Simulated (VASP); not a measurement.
VASP input:

**INCAR**
```
! general
SYSTEM = BN
PREC   = Accurate
ENCUT  = 520
LREAL  = .False.
LASPH  = .True.

! electronic loop
EDIFF  = 1E-7
NELM   = 100
ALGO   = Normal

! smearing
ISMEAR = -5

! ions
ISIF   = 2

! output
LWAVE  = .False.
LCHARG = .True.
LORBIT = 11
NEDOS  = 601
```

File POSCAR:
```
BN
1
    0.0000000000     3.2546726977     2.1547691583
    1.2458932435     0.0000000000     2.1547691583
    1.2458932435     3.2546726977     0.0000000000
B N
1 1
Direct
  0.0001102365   0.0001102365   0.9998897635
  0.6665897635   0.6665897635   0.3334102365
```

**KPOINTS**
```
kpoints
0
Gamma
14 14 14
0 0 0
```

POTCAR, in this order: B N (LDA.64 set). Program: vasp_std.

Problem. Translate this LDA calculation to Quantum ESPRESSO's pw.x.

Solution. One equivalent input (not run):
```
&CONTROL
  calculation = 'scf'
  pseudo_dir = './pseudo'
  outdir = './out'
  tprnfor = .true.
  tstress = .true.
/
&SYSTEM
  ibrav = 0
  nat = 2
  ntyp = 2
  ecutwfc = 84
  occupations = 'tetrahedra'
  input_dft = 'pz'
/
&ELECTRONS
  conv_thr = 7.3e-09
  electron_maxstep = 100
/
ATOMIC_SPECIES
  B 10.810 B.upf
  N 14.007 N.upf
CELL_PARAMETERS angstrom
     0.0000000    3.2546727    2.1547692
     1.2458932    0.0000000    2.1547692
     1.2458932    3.2546727    0.0000000
ATOMIC_POSITIONS crystal
  B    0.0001102  0.0001102  0.9998898
  N    0.6665898  0.6665898  0.3334102
K_POINTS automatic
  14 14 14 0 0 0
```
The two are equivalent in intent, not identical: the potentials are each code's own (VASP's PAW set, PseudoDojo norm-conserving files in pw.x), so ENCUT and ecutwfc are chosen apart and not converted; conv_thr bounds pw.x's estimated SCF error, while EDIFF bounds the energy change between steps.

The structure comes from a computed database's BN entry (Fmm2); how it stands against other phases isn't given here. It was relaxed first, which changed the volume by -8 %.
